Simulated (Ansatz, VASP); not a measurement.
# Cross-check of HfSc (Hf-Sc stack, (100) layers) between VASP and Ansatz

Wanted: the spread between two codes on one cell, functional and k mesh. Of the first pair: The structure shown is the start of the Ansatz relaxation below; VASP solves that cell, so the two are compared at the walk's first step.

Main program and level: Ansatz 0.2.0; plane waves, with VASP 6.6.1 beside it; LDA.

**1. Starting point**

The cell holds 2 atoms: 1 Hf and 1 Sc. Its edges and angles: a = 3.283 Å, b = 3.283 Å, c = 28.443 Å, α = 90.0°, β = 90.0°, γ = 90.0°. It derives from HfSc. Vacuum lies along c. The height across the vacuum is the one that the program set for its solve, not the one typed.

**2. Ansatz: relaxation, LDA**

Ansatz runs on its PAW soft_1 files.

The two programs are compared at the cell with which this relaxation starts, whose forces are those of its first step.

The input, input.yaml:

```yaml
crystal:
  lattice:
    - [3.28344, 0.0, 0.0]
    - [0.0, 3.28344, 0.0]
    - [0.0, 0.0, 13.32174]
  atoms:
    - { symbol: Hf, position: [0.0, 0.0, 0.41285886] }
    - { symbol: Sc, position: [0.5, 0.5, 0.58714114] }
  periodic: [true, true, false]
kpoints:
  mp_grid: { grid: [6, 6, 1] }
hamiltonian:
  xc: lda
  pseudopotentials: { kind: paw, azcp: { folder: soft_1 }, xc_functional: pbe }
scf:
  occupations: { method: gaussian, width: 0.1 }
output:
  forces: true
  stress: true
  eigenvalues: true
relax:
  adjacent_minimum: "off"
  f_tol: 0.05
  max_steps: 80
  cell: { stress_2d_tol: 0.02 }
```

Command:

```sh
ansatz run input.yaml --threads 8 --pin off --max-ram 20480MiB --backend cpu --events-out ev --progress --plain --runs-dir out
```

Numbers of over 12 decimals in the logs are rounded to 6 here.

The log of the run:

```text
Warning: crystal.periodic: the lattice vector that does not repeat stood 0.000° off the slab's normal, 13.322 Å along it as the deck builds it. The run solves the slab on a vector along the normal, 28.443 Å long, with every atom where it was (on the deck's vector they left 11.00 Å outside them, and the widest stretch free of ions among them is 2.32 Å). A fractional position that the run reports is one of the run's ce [...]
The last accepted step is kept in <dir> (removed where the run ends without a failure and the disk answers)
crystal.periodic: the lattice vector that does not repeat stood 0.000° off the slab's normal, 13.322 Å along it as the deck builds it. The run solves the slab on a vector along the normal, 28.443 Å long, with every atom where it was (on the deck's vector they left 11.00 Å outside them, and the widest stretch free of ions among them is 2.32 Å). A fractional position that the run reports is one of the run's cell, which [...]
Engine: ansatz 0.2.0, aarch64-unknown-linux-gnu
Pseudopotentials: kind: paw
Pseudopotential: Hf, paw, valence charge 26, recommended cutoff 420 eV (normal), soft_1/Hf.paw.azcp
Pseudopotential: Sc, paw, valence charge 11, recommended cutoff 420 eV (normal), soft_1/Sc.paw.azcp
Functional definition: SPW92
  exchange = slater_x
  correlation = pw_c
Crystal: 2 atoms, lattice volume = 306.649 Å³
Basis set: ecut = 420 eV, 6055 PW (Γ)
Bands: 23, of which v1, the nominal top of the filled ones, is band 19 counted from 1 (18 counted from 0)
Symmetry: 8 space group operations
Space group: P4mm (ITA 99), of the structure as read, at distance tolerance 6.7e-5 Å
k-points: 10 of 36
Non-local potential: Hf, projectors of the file, l = 0: 3, l = 1: 2, l = 2: 2, l = 3: 3
Non-local potential: Sc, projectors of the file, l = 0: 3, l = 1: 2, l = 2: 3, l = 3: 1
PAW form: soft (Blöchl's): semilocal exchange-correlation on the pseudo side does not see the compensation charge
PAW frozen core: Hf, regenerated for the run's functional, and the local potential with it (the file was generated under x = pbe(κ = 0.804, μ = 0.219515), c = pbe(β = 0.066725))
PAW frozen core: Sc, regenerated for the run's functional, and the local potential with it (the file was generated under x = pbe(κ = 0.804, μ = 0.219515), c = pbe(β = 0.066725))
PAW one-centre angular grid: Hf, 590 points (default); XC on 64 Gauss nodes
PAW one-centre angular grid: Sc, 590 points (default); XC on 64 Gauss nodes
Initial density: superposition of atomic densities (neutral atoms: chi_scale 0, normalization atom)
Initial wavefunctions: pseudopotential atomic-orbital guess
Functional: x = slater, c = lda
SCF iter   1: F=—  HF=-17565.657589 eV  |F-HF|=—  |Δ(HF+E_count)|=         —  Δρ=1.98e-2  dr2=8.88e0  ethr=3.10e-3  ⟨swp⟩=9.5  Hψ=1315  notcnv=0
preconditioner: auto → LDOS  [insulator: Δε(μ)=0.275 eV  Ē_g=9.806 eV  σ=0.100 eV  W_gap=0.51  n_scr=20 (ndim 8)  ℏωp=9.7 eV  f_vac=0.740  D(μ)=3.50/eV (n_scr^D=12)  ε∞_Penn≈2.0  β→1.0]
[...]
SCF iter   3: F=—  HF=-17564.691573 eV  |F-HF|=—  |Δ(HF+E_count)|=   5.68e-5  Δρ=5.11e-5  dr2=1.16e-5  ethr=9.70e-8  ⟨swp⟩=3.1  Hψ=522  notcnv=0
SCF iter   4: F=—  HF=-17564.691567 eV  |F-HF|=—  |Δ(HF+E_count)|=   5.92e-6  Δρ=2.69e-5  dr2=7.64e-6  ethr=3.14e-8  ⟨swp⟩=3.0  Hψ=495  notcnv=0
SCF iter   5: F=—  HF=-17564.691567 eV  |F-HF|=—  |Δ(HF+E_count)|=   6.52e-7  Δρ=7.28e-6  dr2=3.60e-7  ethr=2.07e-8  ⟨swp⟩=2.5  Hψ=417  notcnv=0
SCF iter   6: F=—  HF=-17564.691567 eV  |F-HF|=—  |Δ(HF+E_count)|=   1.58e-7  Δρ=3.33e-6  dr2=8.89e-8  ethr=1.84e-10  ⟨swp⟩=11.8  Hψ=1398  notcnv=0
SCF iter   7: F=—  HF=-17564.691567 eV  |F-HF|=—  |Δ(HF+E_count)|=   2.41e-8  Δρ=3.13e-6  dr2=1.17e-7  ethr=1.84e-10  ⟨swp⟩=6.3  Hψ=1094  notcnv=0
SCF iter   8: F=-17564.691567 eV  HF=-17564.691567 eV  |F-HF|=3.27e-9  |Δ(HF+E_count)|=   1.00e-8  Δρ=9.39e-7  dr2=8.60e-9  ethr=1.84e-10  ⟨swp⟩=4.4  Hψ=1100  notcnv=0
SCF 6 converged in 8 iterations: F = -17564.691567 eV  dr2 = 8.60e-9
relax step   6: F+E_penalty+E_count = -17564.69156674 eV  Δ(F+E_penalty+E_count) = -3.617e-4 eV  max|allowed force component| = 7.743e-4 eV/Å  Δτ_max = 0.0027 Å  P = -0.022 N/m  Ω = 250.777 Å³  energy of the carried Pulay correction = +9.752e-4 eV  fix = [c, alpha, beta]  reactions: c -0.000 N/m  (8 SCF iters, dr2 threshold 6.82e-8 eV, accepted)
[...]
relax step   7: F+E_penalty+E_count = -17564.69157238 eV  Δ(F+E_penalty+E_count) = -5.644e-6 eV  max|allowed force component| = 5.200e-4 eV/Å  Δτ_max = 0.0001 Å  P = +0.001 N/m  Ω = 250.644 Å³  energy of the carried Pulay correction = +9.778e-4 eV  fix = [c, alpha, beta]  reactions: c +0.000 N/m  (7 SCF iters, dr2 threshold 8.26e-10 eV, accepted)
[...]
relax step   8: F+E_penalty+E_count = -17564.69089167 eV  Δ(F+E_penalty+E_count) = +6.807e-4 eV  max|allowed force component| = 8.536e-4 eV/Å  Δτ_max = 0.0000 Å  P = -0.003 N/m  Ω = 250.644 Å³  fix = [c, alpha, beta]  reactions: c -0.000 N/m  stress off target by 3.26e-3 N/m on what of the cell is left free  SCF on the basis re-selected at this cell (its energy is not comparable with the rows above)  (11 SCF iters)
basis re-selected at this cell: Δ(F+E_penalty+E_count) = +6.807e-4 eV, ΔP = -0.004 N/m vs the last step (what re-selecting the basis moved, of the pressure what is left beyond the Pulay correction that the steps carried, after the strain that the cell walked since its last selection, with what the two solves' SCF thresholds leave and, on support functions, any second-order correction that the steps lacked; it is no measure of the basis error at this ecutwfc). The dense FFT grid was sized anew with the basis: this SCF ran on 20×20×192 points, the steps before it on 24×24×192, so part of this shift can come from that change (see relax.cell in the input reference). [rest of the remark cut]
SCF converged after 11 iterations
Free energy (F): -17564.690892 eV
Harris-Foulkes:  -17564.690892 eV  (|F-HF|=5.09e-11)
Internal energy: -17564.664510 eV  (E = F + TS)
E sigma→0 (E₀):  -17564.677701 eV
Entropy (-TS):   -0.026382 eV (-13.191 meV/atom)
Fermi energy:    -3.891440 eV
--- Per-component energies (eV) ---
  E_band       = -877.752075
  E_kinetic    = 623.493298
  E_local      = -90938.654105  (includes V_loc(G=0)·N_el)
  E_nonlocal   = 216.961914
  E_hartree    = 44909.648172
  E_xc         = -349.761422
  E_vxc        = -360.538620  (∫ρ·V_xc dr)
  E_paw        = -8397.790027  (= ΣΔE_a)
  E_vpaw       = -238.311049  (= ΣTr[D̂ρ^β])
  E_aug_tail   = 0.000134  (compensation charges beyond the density's cutoff)
  E_ewald      = 36368.675514
  E_core_change = 2.762011  (= ΣΔE_core)
  E_smearing   = -0.026382  (= −TS)
  E_closure    = 0.000000  (closes the sum)
  Σ components = -17564.690892   (vs F -17564.690892, Δ=0.00e0)
--- Forces (eV/Å), atoms counted from 1 ---
  atom   1  Hf     0.00000000     0.00000000    -0.00081749
  atom   2  Sc     0.00000000     0.00000000     0.00088966
  max |Σ_I F_I| component: 7.22e-5 eV/Å
--- 2D stress c σ (N/m, compression-positive) ---
       -0.003264      -0.000000      -0.000000
       -0.000000      -0.003264       0.000000
       -0.000000       0.000000      -0.000000
  P = ½ c Tr σ = -0.0033 N/m
--- Band table (eV; the first three rows and the last of 10) ---
  k-point 0: bands = [... 15 lower, -9.1904, -6.7539, -5.2565, -4.1982, -3.3804, -3.0760, -1.2827, -1.2827]
  k-point 1: bands = [... 15 lower, -8.5124, -6.2653, -4.7758, -4.0279, -3.3847, -2.6595, -1.5300, -1.2386]
  k-point 2: bands = [... 15 lower, -7.0537, -5.5944, -3.9564, -3.6352, -3.3237, -2.1566, -1.4205, -1.3741]
  k-point 9: bands = [... 15 lower, -6.2417, -5.3637, -4.5890, -4.5890, -1.3797, -1.3797, -0.3299, 0.1020]
--- Relaxed structure (7 steps of the walk, 7 accepted, 1 SCFs on fresh bases) ---
  F+E_penalty+E_count = -17564.69089167 eV   max|allowed force component| = 8.536e-4 eV/Å   (the final SCF, on the basis selected at the relaxed cell)
  cell:  # Å, volume = 250.6438 Å³
    - [2.968500, 0, 0]
    - [0, 2.968500, 0]
    - [0, 0, 28.443486]
  atoms:
    - { symbol: Hf, position: [8.213048252865538e-18, 0, 0.198246] }
    - { symbol: Sc, position: [0.500000, 0.500000, 0.270113] }
```

In the SCF lines HF is the Harris–Foulkes energy and dr2 the Hartree energy of the density residual, in eV; the loop may stop once dr2 is under the threshold and the program's other checks hold. Hψ counts applications of the Hamiltonian.

**3. VASP: single point, LDA, start cell, pair 1**

The same cell, functional (in two slightly different forms), mesh and smearing now go to VASP, with its own data sets.

Lines of VASP's logs that name or quote its potential files are left out, and so is its time.

The input, INCAR:

```
SYSTEM = HfSc
PREC = Accurate
ENCUT = 400
EDIFF = 1E-06
NELM = 120
ISMEAR = 0
SIGMA = 0.1
LREAL = .FALSE.
ALGO = Normal
GGA = CA
NBANDS = 16
LASPH = .TRUE.
LORBIT = 11
LWAVE = .FALSE.
LCHARG = .FALSE.
ISIF = 2
LDIPOL = .TRUE.
IDIPOL = 3
DIPOL = 0.5 0.5 0.234
LVHAR = .TRUE.
GGA_COMPAT = .FALSE.
NELMDL = -8
KPAR = 2
```

The input, POSCAR:

```
HfSc
1.0
    3.2834400000      0.0000000000      0.0000000000
    0.0000000000      3.2834400000      0.0000000000
    0.0000000000      0.0000000000     28.4434860000
Hf Sc
1 1
Direct
    0.0000000000      0.0000000000      0.1933658202
    0.5000000000      0.5000000000      0.2749923831
```

The input, KPOINTS:

```
Automatic mesh
0
Gamma
6 6 1
0 0 0
```

The projector-augmented-wave data sets are Hf_pv and Sc_sv (LDA family, release 64).

Command:

```sh
mpirun -np 2 vasp_std
```

The log of the run:

```text
[banner, memory and clock lines left out]
running    2 mpi-ranks, on    1 nodes
 distrk:  each k-point on    1 cores,    2 groups
 distr:  one band on    1 cores,    1 groups

 POSCAR found type information on POSCAR HfSc
 POSCAR found :  2 types and       2 ions
 LDA part: xc-table for (Slater(with rela. corr.)+CA(PZ))
 , standard interpolation
 POSCAR, INCAR and KPOINTS ok, starting setup
 FFT: planning ... GRIDC
 FFT: planning ... GRID_SOFT
 FFT: planning ... GRID
 WAVECAR not read
 entering main loop
       N       E                     dE             d eps       ncg     rms          rms(c)
DAV:   1     0.115632840385E+03    0.11563E+03   -0.92882E+03   472   0.751E+02
DAV:   2    -0.108056737692E+02   -0.12644E+03   -0.12495E+03   456   0.289E+02
DAV:   3    -0.169143457567E+02   -0.61087E+01   -0.58959E+01   488   0.579E+01
DAV:   4    -0.171939341715E+02   -0.27959E+00   -0.27875E+00   528   0.103E+01
DAV:   5    -0.172000875517E+02   -0.61534E-02   -0.61468E-02   448   0.133E+00
DAV:   6    -0.172003344655E+02   -0.24691E-03   -0.24670E-03   544   0.275E-01
DAV:   7    -0.172003412188E+02   -0.67533E-05   -0.67513E-05   512   0.347E-02
DAV:   8    -0.172003414138E+02   -0.19500E-06   -0.19506E-06   464   0.532E-03    0.369E+01
DAV:   9    -0.155733428993E+02    0.16270E+01   -0.14080E+01   552   0.253E+01    0.941E+00
DAV:  10    -0.222873149341E+02   -0.67140E+01   -0.11378E+02   528   0.390E+01    0.203E+01
DAV:  11    -0.170890857601E+02    0.51982E+01   -0.86869E+00   480   0.117E+01    0.171E+01
DAV:  12    -0.147442634117E+02    0.23448E+01   -0.15556E+01   552   0.144E+01    0.360E+00
DAV:  13    -0.147591917474E+02   -0.14928E-01   -0.18685E-01   408   0.351E+00    0.311E+00
DAV:  14    -0.147204042877E+02    0.38787E-01   -0.53241E-01   544   0.281E+00    0.447E-01
[...]
DAV:  24    -0.147141883024E+02   -0.51571E-04   -0.40048E-05   480   0.265E-02    0.518E-03
DAV:  25    -0.147142196022E+02   -0.31300E-04   -0.36974E-06   352   0.841E-03    0.202E-03
DAV:  26    -0.147142447155E+02   -0.25113E-04   -0.26582E-06   312   0.461E-03    0.235E-03
DAV:  27    -0.147142540074E+02   -0.92919E-05   -0.13360E-06   304   0.432E-03    0.185E-03
DAV:  28    -0.147142599217E+02   -0.59143E-05   -0.62915E-07   304   0.282E-03    0.973E-04
DAV:  29    -0.147142637140E+02   -0.37923E-05   -0.15256E-07   272   0.179E-03    0.465E-04
DAV:  30    -0.147142653342E+02   -0.16202E-05   -0.53032E-08   288   0.128E-03    0.542E-04
DAV:  31    -0.147142656553E+02   -0.32114E-06   -0.22243E-08   224   0.778E-04
   1 F= -.14714266E+02 E0= -.14697157E+02  d E =-.342175E-01
```

From OUTCAR (step 3):

```text
ion  position               nearest neighbor table
   1  0.000  0.000  0.193-   2 3.28   2 3.28   2 3.28   2 3.28
   2  0.500  0.500  0.275-   1 3.28   1 3.28   1 3.28   1 3.28

  LATTYP: Found a simple tetragonal cell.
 ALAT       =     3.2834400000
 C/A-ratio  =     8.6627092318

 Subroutine GETGRP returns: Found  8 space group operations
 (whereof  8 operations were pure point group operations)

The static configuration has the point symmetry C_4v.

 Found     10 irreducible k-points:

   k-points           NKPTS =     10   k-points in BZ     NKDIM =     10   number of bands    NBANDS=     16

   dimension x,y,z NGX =    24 NGY =   24 NGZ =  192
   dimension x,y,z NGXF=    48 NGYF=   48 NGZF=  384

   ENCUT  =  400.0 eV  29.40 Ry    5.42 a.u.   5.35  5.35 46.38*2*pi/ulx,y,z

   NELECT =      21.0000    total number of electrons

 k-points in reciprocal lattice and weights: Automatic mesh
   0.00000000  0.00000000  0.00000000       0.028
   0.16666667  0.00000000  0.00000000       0.111
   0.33333333  0.00000000  0.00000000       0.111
   0.50000000  0.00000000  0.00000000       0.056
   0.16666667  0.16666667  0.00000000       0.111
   0.33333333  0.16666667  0.00000000       0.222
   0.50000000  0.16666667  0.00000000       0.111
   0.33333333  0.33333333  0.00000000       0.111
   0.50000000  0.33333333  0.00000000       0.111
   0.50000000  0.50000000  0.00000000       0.028

 dipolmoment           0.000000      0.000000     -0.035530 electrons x Angstroem

 average (electrostatic) potential at core
       1 -45.4271       2 -53.4252

 E-fermi :  -2.2934

 k-point     1 :       0.0000    0.0000    0.0000
  band No.  band energies     occupation
    ...
      7     -30.3051      2.00000
      8      -7.2122      2.00000
      9      -4.9336      2.00000
     10      -3.1392      2.00000
     11      -2.4330      1.95165
     12      -1.9691      0.00000
     13      -1.7405      0.00000
     14      -0.4330      0.00000
     15      -0.4330      0.00000
     16      -0.2114      0.00000

 k-point     2 :       0.1667    0.0000    0.0000
  band No.  band energies     occupation
    ...
      7     -30.3009      2.00000
      8      -6.7104      2.00000
      9      -4.5312      2.00000
     10      -2.8834      2.00000
     11      -2.3151      1.24088
     12      -1.9868      0.00001
     13      -1.4893      0.00000
     14      -0.5831      0.00000
     15      -0.5231      0.00000
     16      -0.3896      0.00000

 k-point     3 :       0.3333    0.0000    0.0000
  band No.  band energies     occupation
    ...
      7     -30.2926      2.00000
      8      -5.4886      2.00000
      9      -3.8264      2.00000
     10      -2.4410      1.96312
     11      -2.2671      0.70919
     12      -1.9029      0.00000
     13      -1.2038      0.00000
     14      -0.5547      0.00000
     15      -0.4393      0.00000
     16      -0.2777      0.00000

  Total       -5.2075369     -5.2075369     -4.5912025      0.0000000      0.0000000      0.0000000
  in kB      -27.2083340    -27.2083340    -23.9881103      0.0000000      0.0000000      0.0000000
  external PRESSURE =     -26.1349261 kB  Pullay stress =       0.0000000 kB

  energy-cutoff  :      400.00
  volume of cell :      306.65
      direct lattice vectors                 reciprocal lattice vectors
     3.283440000  0.000000000  0.000000000     0.304558634  0.000000000  0.000000000
     0.000000000  3.283440000  0.000000000     0.000000000  0.304558634  0.000000000
     0.000000000  0.000000000 28.443486000     0.000000000  0.000000000  0.035157435

 POSITION                                       TOTAL-FORCE (eV/Angst)
 -----------------------------------------------------------------------------------
      0.00000      0.00000      5.50000         0.000000     -0.000000      1.964865
      1.64172      1.64172      7.82174         0.000000      0.000000     -1.964865
 -----------------------------------------------------------------------------------
    total drift:                                0.000000      0.000000     -0.000349

  FREE ENERGIE OF THE ION-ELECTRON SYSTEM (eV)
  ---------------------------------------------------
  free  energy   TOTEN  =       -14.7142656553 eV

  energy  without entropy=      -14.6800481348  energy(sigma->0) =      -14.69715690

 vacuum level on the upper side and lower side of the slab         0.984         1.580

 total charge
# of ion       s       p       d       tot
------------------------------------------
    1        0.389   6.166   1.447   8.003
    2        2.263   6.059   1.010   9.332
--------------------------------------------------
tot          2.652  12.226   2.457  17.335

[... 3 further parts left out ...]
```

The run ends at a pressure of -2.61 GPa, with forces up to 2.0 eV/Å.

**4. Comparison**

Known differences besides the potentials themselves: the two LDA forms differ slightly; Ansatz cuts the interaction across the vacuum, VASP repeats the sheet with a dipole correction (LDIPOL); the data sets hold 37 valence electrons in Ansatz (on its PAW soft_1 files) and 21 in VASP; the cutoff is 420 eV in Ansatz and 400 eV in VASP; VASP's log shows a relativistic correction to its local exchange, Ansatz's none. Total energies have different zeros and are not compared.

Forces (eV/Å; atoms numbered as in POSCAR):

```
atom        Ansatz x, y, z          VASP x, y, z
 Hf1   0.000, 0.000, 1.972   0.000, 0.000, 1.965
 Sc2  0.000, 0.000, -1.972  0.000, 0.000, -1.965
```

The forces differ by 4.3 meV/Å r.m.s., which is 0.4 % of the r.m.s. force of 1.134 eV/Å (both taken over all components). Where the cell holds vacuum, a pressure given here is an average over it and none of the material.

**5. Ansatz: relaxation, LDA**

This run makes the geometry at which the two programs are then compared.

The structure compared here is the end of the Ansatz relaxation.

This is the run of step 2 again, met here at its other cell.

**6. VASP: single point, LDA, relaxed cell, pair 2**

The same cell, functional (in two slightly different forms), mesh and smearing now go to VASP, with its own data sets.

INCAR is that of step 3.

The input, POSCAR:

```
HfSc
1.0
    2.9684998476      0.0000000000      0.0000000000
    0.0000000000      2.9684998476      0.0000000000
    0.0000000000      0.0000000000     28.4434864415
Hf Sc
1 1
Direct
    0.0000000000      0.0000000000      0.1982456346
    0.5000000000      0.5000000000      0.2701125615
```

KPOINTS is that of step 3.

Command:

```sh
mpirun -np 2 vasp_std
```

The log of the run:

```text
[... set-up lines as in an earlier step ...]
 entering main loop
       N       E                     dE             d eps       ncg     rms          rms(c)
DAV:   1     0.126345287829E+03    0.12635E+03   -0.98250E+03   464   0.776E+02
DAV:   2    -0.104548066755E+02   -0.13680E+03   -0.13399E+03   440   0.294E+02
DAV:   3    -0.181162946974E+02   -0.76615E+01   -0.71774E+01   488   0.614E+01
DAV:   4    -0.183842603518E+02   -0.26797E+00   -0.26736E+00   464   0.100E+01
[...]
DAV:  29    -0.156032486609E+02   -0.25818E-05   -0.56049E-07   264   0.368E-03    0.183E-03
DAV:  30    -0.156032498584E+02   -0.11975E-05   -0.42003E-08   240   0.185E-03    0.154E-03
DAV:  31    -0.156032507238E+02   -0.86542E-06   -0.16581E-07   224   0.238E-03
   1 F= -.15603251E+02 E0= -.15589945E+02  d E =-.266115E-01
```

Parts of OUTCAR (step 6):

```text
  Total       -0.0135087     -0.0135087      0.0144143      0.0000000      0.0000000      0.0000000
  in kB       -0.0863513     -0.0863513      0.0921400      0.0000000      0.0000000      0.0000000
  external PRESSURE =      -0.0268542 kB  Pullay stress =       0.0000000 kB

 POSITION                                       TOTAL-FORCE (eV/Angst)
 -----------------------------------------------------------------------------------
      0.00000      0.00000      5.63880         0.000000      0.000000     -0.020921
      1.48425      1.48425      7.68294         0.000000      0.000000      0.020921
 -----------------------------------------------------------------------------------
    total drift:                               -0.000000      0.000000     -0.000651

  FREE ENERGIE OF THE ION-ELECTRON SYSTEM (eV)
  ---------------------------------------------------
  free  energy   TOTEN  =       -15.6032507238 eV

  energy  without entropy=      -15.5766392733  energy(sigma->0) =      -15.58994500

[... 1 part as in an earlier step ...]

[... 2 further parts left out ...]
[key lines of the parts left out:]
E-fermi :  -2.3804
```

The run ends at a pressure of 0.00 GPa, with forces up to 0.021 eV/Å.

[end of part 1 of 2]

[Lines on the potential files, build, host, timing and source positions are cut from VASP's logs without a mark.]

[Logs are printed without paths, hosts, clocks, repeated set-up lines and the standing remarks that a program may print on its own settings, such as how far it seeks lower states.]

[Hosts, paths, dates, database ids (printed as entryN), source tags and the programs' standing remarks are cut or masked in the printed files.]
